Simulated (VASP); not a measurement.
# GaPt3 (Pm-3m) in VASP: notebook

Runs on GaPt3. Level: LDA. Tasks: density of states, electric field gradients.

Program: VASP 6.6.1. These are calculated values, not measurements. Logs are shortened: lines on timing, memory, paths and dates and some standing lists are left out, and cuts for length are marked.

**1. The structure**

The structure is cubic, space group Pm-3m (No. 221). The conventional cell has a = 3.910 Å, b = 3.910 Å, c = 3.910 Å, α = 90.00°, β = 90.00°, γ = 90.00°. Ga (site symmetry m-3m) is surrounded by 12 Pt at 2.76 Å. Pt (site symmetry 4/mmm) has 4 Ga at 2.76 Å and 8 Pt at 2.76 Å as nearest neighbours.

The cell comes from a database or a generator and needn't be the stable form of this composition.

**2. Density of states, LDA**

POSCAR

```
GaPt3
1.0
    3.9098775800      0.0000000000      0.0000000000
    0.0000000000      3.9098775800      0.0000000000
    0.0000000000      0.0000000000      3.9098775800
Ga Pt
1 3
Direct
    0.0000000000      0.0000000000      0.0000000000
    0.0000000000      0.5000000000      0.5000000000
    0.5000000000      0.5000000000      0.0000000000
    0.5000000000      0.0000000000      0.5000000000
```

INCAR.step1

```
PREC     = Accurate       # precision mode
ENCUT    = 520            # plane-wave cutoff, eV
EDIFF    = 1E-6           # SCF threshold, eV
ISMEAR   = -1             # smearing method
SIGMA    = 0.03           # smearing width, eV
LREAL    = F              # projectors in reciprocal space
LASPH    = T              # aspherical terms in the spheres
NELM     = 100            # most SCF steps
ALGO     = Normal         # electronic algorithm
ISIF     = 2              # what is computed and relaxed
LWAVE    = F              # write WAVECAR
LCHARG   = T              # write CHGCAR
LMAXMIX  = 4              # l up to which the mixer works
NBANDS   = 30             # bands
```

KPOINTS.step1

```
Automatic mesh
0
Gamma
  9 9 9
```

INCAR.step2

```
PREC     = Accurate       # precision mode
ENCUT    = 520            # plane-wave cutoff, eV
EDIFF    = 1E-6           # SCF threshold, eV
ISMEAR   = -5             # smearing method
SIGMA    = 0.03           # smearing width, eV
LREAL    = F              # projectors in reciprocal space
LASPH    = T              # aspherical terms in the spheres
NELM     = 100            # most SCF steps
ALGO     = Normal         # electronic algorithm
ISIF     = 2              # what is computed and relaxed
LWAVE    = F              # write WAVECAR
LCHARG   = F              # write CHGCAR
LMAXMIX  = 4              # l up to which the mixer works
LORBIT   = 11             # projections on sites
NBANDS   = 30             # bands
NEDOS    = 1001           # points of the DOS
ICHARG   = 11             # starting density
```

KPOINTS.step2

```
Automatic mesh
0
Gamma
  14 14 14
```

Potentials or basis: VASP PAW LDA potentials, release 64 (Ga_d, Pt).

The run is started by

```
cat potpaw_LDA.64/Ga_d/POTCAR potpaw_LDA.64/Pt/POTCAR > POTCAR
cp INCAR.step1 INCAR
cp KPOINTS.step1 KPOINTS
mpirun -np 1 vasp_std > vasp.out
cp INCAR.step2 INCAR
cp KPOINTS.step2 KPOINTS
mpirun -np 1 vasp_std > vasp.out
```

OUTCAR:

```text
PREC = Accurate
   ENCUT = 520
   EDIFF = 1E-6
   ISMEAR = -5
   LREAL = F
   LASPH = T
   NELM = 100
   ISIF = 2
   LORBIT = 11
   ICHARG = 11

 ion  position               nearest neighbor table
   1  0.000  0.000  0.000-   2 2.76   3 2.76   4 2.76   2 2.76   4 2.76   2 2.76   3 2.76   2 2.76
                             3 2.76   4 2.76   4 2.76   3 2.76
   2  0.000  0.500  0.500-   1 2.76   3 2.76   4 2.76   1 2.76   3 2.76   1 2.76   4 2.76   1 2.76
                             3 2.76   4 2.76   3 2.76   4 2.76
   3  0.500  0.500  0.000-   1 2.76   2 2.76   4 2.76   2 2.76   4 2.76   1 2.76   4 2.76   4 2.76
                             1 2.76   2 2.76   2 2.76   1 2.76
   4  0.500  0.000  0.500-   1 2.76   2 2.76   3 2.76   1 2.76   3 2.76   2 2.76   3 2.76   3 2.76
                             1 2.76   2 2.76   1 2.76   2 2.76

  LATTYP: Found a simple cubic cell.
 ALAT       =     3.9098775800

  Lattice vectors:

 A1 = (   3.9098775800,   0.0000000000,   0.0000000000)
 A2 = (   0.0000000000,   3.9098775800,   0.0000000000)
 A3 = (   0.0000000000,   0.0000000000,   3.9098775800)

Analysis of symmetry for initial positions (statically):
=====================================================================
 Subroutine PRICEL returns:
 Original cell was already a primitive cell.

 Routine SETGRP: Setting up the symmetry group for a
 simple cubic supercell.

 Subroutine GETGRP returns: Found 48 space group operations
 (whereof 48 operations were pure point group operations)
 out of a pool of 48 trial point group operations.

The static configuration has the point symmetry O_h .

Analysis of symmetry for dynamics (positions and initial velocities):
=====================================================================
 Subroutine PRICEL returns:
 Original cell was already a primitive cell.

 Routine SETGRP: Setting up the symmetry group for a
 simple cubic supercell.

 Subroutine GETGRP returns: Found 48 space group operations
 (whereof 48 operations were pure point group operations)
 out of a pool of 48 trial point group operations.

The dynamic configuration has the point symmetry O_h .

 Subroutine INISYM returns: Found 48 space group operations
 (whereof 48 operations are pure point group operations),
 and found     1 'primitive' translations

----------------------------------------------------------------------------------------

[... 102 lines left out ...]
   IBRION =     -1    ionic relax: 0-MD 1-quasi-New 2-CG
   NFREE  =      0    steps in history (QN), initial steepest desc. (CG)
   ISIF   =      2    stress and relaxation
   ISYM   =      2    0-nonsym 1-usesym 2-fastsym
   POTIM  = 0.5000    time-step for ionic-motion
   TEBEG  =    0.0;   TEEND  =   0.0 temperature during run
   PSTRESS=    0.0 pullay stress
   NELECT =      43.0000    total number of electrons
   NUPDOWN=      -1.0000    fix difference up-down
   EMIN   =  10.00;   EMAX   =-10.00  energy-range for DOS
   EFERMI =   0.00;   METHOD = LEGACY
   ISMEAR =    -5;   SIGMA  =   0.03  broadening in eV -4-tet -1-fermi 0-gaus
   EFERMI_NEDOS =   21; number of points for ismear=-14 and -15
   IALGO  =     38    algorithm
   IMIX   =      4    mixing-type and parameters
     AMIX     =   0.40;   BMIX     =  1.00
     AMIX_MAG =   1.60;   BMIX_MAG =  1.00
  volume/ion in A,a.u.               =      14.94       100.84
  Fermi-wavevector in a.u.,A,eV,Ry     =   1.466902  2.772043 29.277044  2.151802
  Thomas-Fermi vector in A             =   2.582584
   LORBIT       =     11    0 simple, 1 ext, 2 COOP (PROOUT), +10 PAW based schemes
   GGA     = CA    functional components
   LHFCALC =     F    Hartree Fock is set to
   AEXX    =    0.0000 exact exchange contribution
   IVDW    =     0    specifies the selected vdW correction
   LEPSILON=     F    determine dielectric tensor
   LRPA    =     F    only Hartree local field effects (RPA)
 non-spin polarized calculation
 Fermi weights with tetrahedron method with Bloechl corrections
  energy-cutoff  :      520.00
  volume of cell :       59.77
 maximum number of plane-waves:      1640
 NGX is ok and might be reduce to    30

 number of electron      42.9999992 magnetization

 Free energy of the ion-electron system (eV)
  ---------------------------------------------------
  ext. energy  EPLUGINS =         0.00000000
  ---------------------------------------------------
  free energy    TOTEN  =       -27.87238864 eV

  energy without entropy =      -27.87238864  energy(sigma->0) =      -27.87238864

 E-fermi :  10.1474     XC(G=0): -13.4602

 val. band max:       10.2598755876   @ k =   0.0000   0.0000   0.0000
 cond. band min:      10.1435320964   @ k =   0.2857   0.2143   0.0714
 fundamental gap:     -0.1163434912
 Fermi energy:        10.1473701843

 k-point     1 :       0.0000    0.0000    0.0000
  band No.  band energies     occupation
      1      -4.6470      2.00000
      2      -4.6470      2.00000
      3      -4.6278      2.00000
      4      -4.6278      2.00000
      5      -4.6278      2.00000
      6      -0.7916      2.00000
[... 781 lines left out ...]
     29      20.1389      0.00000
     30      21.4112      0.00000

 [... further k-points ...]
[... 5 lines left out ...]
  --------------------------------------------------------------------------------------
  -------------------------------------------------------------------------------------
  Total       -3.0751910     -3.0751910     -3.0751910     -0.0000000      0.0000000     -0.0000000
  in kB      -82.4314992    -82.4314992    -82.4314992     -0.0000000      0.0000000     -0.0000000
  external PRESSURE =     -82.4314992 kB  Pullay stress =       0.0000000 kB

 VOLUME and BASIS-vectors are now :
 -----------------------------------------------------------------------------
  energy-cutoff  :      520.00
  volume of cell :       59.77
      direct lattice vectors                 reciprocal lattice vectors
     3.909877580  0.000000000  0.000000000     0.255762483  0.000000000  0.000000000
     0.000000000  3.909877580  0.000000000     0.000000000  0.255762483  0.000000000
     0.000000000  0.000000000  3.909877580     0.000000000  0.000000000  0.255762483

 POSITION                                       TOTAL-FORCE (eV/Angst)
 -----------------------------------------------------------------------------------
      0.00000      0.00000      0.00000         0.000000      0.000000      0.000000
      0.00000      1.95494      1.95494         0.000000      0.000000      0.000000
      1.95494      1.95494      0.00000         0.000000      0.000000      0.000000
      1.95494      0.00000      1.95494         0.000000      0.000000      0.000000
 -----------------------------------------------------------------------------------
    total drift:                                0.000000      0.000000     -0.000000

  FREE ENERGIE OF THE ION-ELECTRON SYSTEM (eV)
  ---------------------------------------------------
  free  energy   TOTEN  =       -27.8723886422 eV

  energy  without entropy=      -27.8723886422  energy(sigma->0) =      -27.87238864

 total charge

# of ion       s       p       d       tot
------------------------------------------
    1        0.852   0.683  10.058  11.593
    2        0.643   0.617   8.089   9.350
    3        0.643   0.617   8.089   9.350
    4        0.643   0.617   8.089   9.350
--------------------------------------------------
tot          2.782   2.535  34.326  39.643
```

Run time: 62 s. Hardware: 1 thread of Intel Xeon 6975P-C (Granite Rapids), shared host; peak memory 0.29 GiB.

What came out:

* Valence electrons inside the program's atomic spheres: Ga 11.59; Pt 9.35

States per cell in windows of 1 eV (zero at the Fermi level; states under -8 eV left out):
```
from (eV)  total  Pt2_d  Pt4_d  Pt3_d  Ga1_p  Pt2_p  Pt3_p
     -8.0   0.58   0.05   0.05   0.05   0.02   0.02   0.02
     -7.0   2.18   0.34   0.34   0.34   0.08   0.04   0.04
     -6.0   4.95   1.22   1.22   1.22   0.16   0.07   0.07
     -5.0   4.62   1.17   1.17   1.17   0.16   0.09   0.09
     -4.0   4.96   1.31   1.31   1.31   0.13   0.12   0.12
     -3.0   4.01   1.13   1.13   1.13   0.06   0.06   0.06
     -2.0   6.57   1.91   1.91   1.91   0.03   0.08   0.08
     -1.0   3.48   0.90   0.90   0.90   0.03   0.10   0.10
      0.0   1.17   0.36   0.36   0.36   0.01   0.01   0.01
      1.0   1.60   0.32   0.32   0.32   0.15   0.06   0.06
      2.0   1.57   0.21   0.21   0.21   0.15   0.06   0.06
      3.0   1.12   0.11   0.11   0.11   0.12   0.07   0.07
      4.0   1.35   0.10   0.10   0.10   0.16   0.09   0.09
      5.0   1.11   0.09   0.09   0.09   0.10   0.07   0.07
      6.0   1.21   0.08   0.08   0.08   0.15   0.09   0.09
      7.0   1.67   0.11   0.11   0.11   0.32   0.09   0.09
```

Caveat: tetrahedron occupations give inexact forces and stress in metals. Spin-orbit coupling is left out, which matters for the levels of Pt.

**3. Electric field gradients, LDA**

INCAR

```
PREC = Accurate
ENCUT = 520
EDIFF = 1E-8
ISMEAR = -1
SIGMA = 0.03
LREAL = F
LASPH = T
NELM = 100
ALGO = Normal
ISIF = 2
LWAVE = F
LCHARG = F
GGA = CA
LEFG = T
NBANDS = 30
```

KPOINTS

```
Automatic mesh
0
Gamma
  9 9 9
```

POSCAR is that of step 2.

Potentials or basis: VASP PAW LDA potentials, release 64 (Ga_d, Pt).

The run is started by

```
cat potpaw_LDA.64/Ga_d/POTCAR potpaw_LDA.64/Pt/POTCAR > POTCAR
mpirun -np 1 vasp_std > vasp.out
```

OUTCAR:

```text
PREC = Accurate
   ENCUT = 520
   EDIFF = 1E-8
   ISMEAR = -1
   LREAL = F
   LASPH = T
   NELM = 100
   ISIF = 2
   GGA = CA

 ion  position               nearest neighbor table
   1  0.000  0.000  0.000-   2 2.76   3 2.76   4 2.76   2 2.76   4 2.76   2 2.76   3 2.76   2 2.76
                             3 2.76   4 2.76   4 2.76   3 2.76
   2  0.000  0.500  0.500-   1 2.76   3 2.76   4 2.76   1 2.76   3 2.76   1 2.76   4 2.76   1 2.76
                             3 2.76   4 2.76   3 2.76   4 2.76
   3  0.500  0.500  0.000-   1 2.76   2 2.76   4 2.76   2 2.76   4 2.76   1 2.76   4 2.76   4 2.76
                             1 2.76   2 2.76   2 2.76   1 2.76
   4  0.500  0.000  0.500-   1 2.76   2 2.76   3 2.76   1 2.76   3 2.76   2 2.76   3 2.76   3 2.76
                             1 2.76   2 2.76   1 2.76   2 2.76

  LATTYP: Found a simple cubic cell.
 ALAT       =     3.9098775800

  Lattice vectors:

[... 1004 lines left out ...]
 -----------------------------------------------------------------------------------
      0.00000      0.00000      0.00000         0.000000      0.000000      0.000000
      0.00000      1.95494      1.95494         0.000000      0.000000      0.000000
      1.95494      1.95494      0.00000         0.000000      0.000000      0.000000
      1.95494      0.00000      1.95494         0.000000      0.000000      0.000000
 -----------------------------------------------------------------------------------
    total drift:                                0.000000      0.000000     -0.000000

  FREE ENERGIE OF THE ION-ELECTRON SYSTEM (eV)
  ---------------------------------------------------
  free  energy   TOTEN  =       -27.8800043540 eV

  energy  without entropy=      -27.8723779142  energy(sigma->0) =      -27.87619113

 Electric field gradients (V/A^2)
---------------------------------------------------------------------
 ion       V_xx      V_yy      V_zz      V_xy      V_xz      V_yz
---------------------------------------------------------------------
   1      -0.000     0.000     0.000     0.000    -0.000     0.000
   2    -156.650    78.325    78.325     0.000     0.000     0.000
   3      78.325    78.325  -156.650     0.000    -0.000    -0.000
   4      78.325  -156.650    78.325     0.000     0.000    -0.000
---------------------------------------------------------------------

 Electric field gradients after diagonalization (V/A^2)
 (convention: |V_zz| > |V_xx| > |V_yy|)
----------------------------------------------------------------------
 ion       V_xx      V_yy      V_zz     asymmetry (V_yy - V_xx)/ V_zz
----------------------------------------------------------------------
   1      -0.000     0.000     0.000       1.331
   2      78.325    78.325  -156.650       0.000
   3      78.325    78.325  -156.650       0.000
   4      78.325    78.325  -156.650       0.000
----------------------------------------------------------------------

           NMR quadrupolar parameters

 Cq : quadrupolar parameter    Cq=e*Q*V_zz/h
 eta: asymmetry parameters     (V_yy - V_xx)/ V_zz
 Q  : nuclear electric quadrupole moment in mb (millibarn)
----------------------------------------------------------------------
 ion       Cq(MHz)       eta       Q (mb)
----------------------------------------------------------------------
   1       0.000       1.331       1.000
   2      -0.379       0.000       1.000
   3      -0.379       0.000       1.000
   4      -0.379       0.000       1.000
----------------------------------------------------------------------
```

stdout:

```text
POSCAR found type information on POSCAR GaPt
 POSCAR found :  2 types and       4 ions
 scaLAPACK will be used
 LDA part: xc-table for (Slater(with rela. corr.)+CA(PZ))
 , standard interpolation
 POSCAR, INCAR and KPOINTS ok, starting setup
 FFT: planning ... GRIDC
 FFT: planning ... GRID_SOFT
 FFT: planning ... GRID
 WAVECAR not read
 entering main loop
ion   1

ion   2

ion   3

ion   4
```

Run time: 22 s. Hardware: 1 thread of Intel Xeon 6975P-C (Granite Rapids), shared host; peak memory 0.18 GiB.

Results:

```yaml
Free_energy: -27.8800 eV
Pressure: -7.9 GPa
Band_gap_on_the_k_mesh: none (metal or under the smearing width)
```

Levels at points of the mesh, in eV from the Fermi level:
```tsv
k point	band 17	band 18	band 19	band 20	band 21	band 22	band 23	band 24	band 25	band 26
(0.00, 0.00, 0.00)	-0.79	0.11	0.11	0.11	0.19	0.65	0.65	0.65	4.12	7.61
```

Electric field gradients, principal values (V/Å²):
| atom | Vxx | Vyy | Vzz |
| --- | --- | --- | --- |
| 1 Ga | 0.000 | 0.000 | 0.000 |
| 2 Pt | 78.325 | 78.325 | -156.650 |
| 3 Pt | 78.325 | 78.325 | -156.650 |
| 4 Pt | 78.325 | 78.325 | -156.650 |

Spin-orbit coupling is left out, which matters for the levels of Pt.

(Continued in part 2 of 2.)
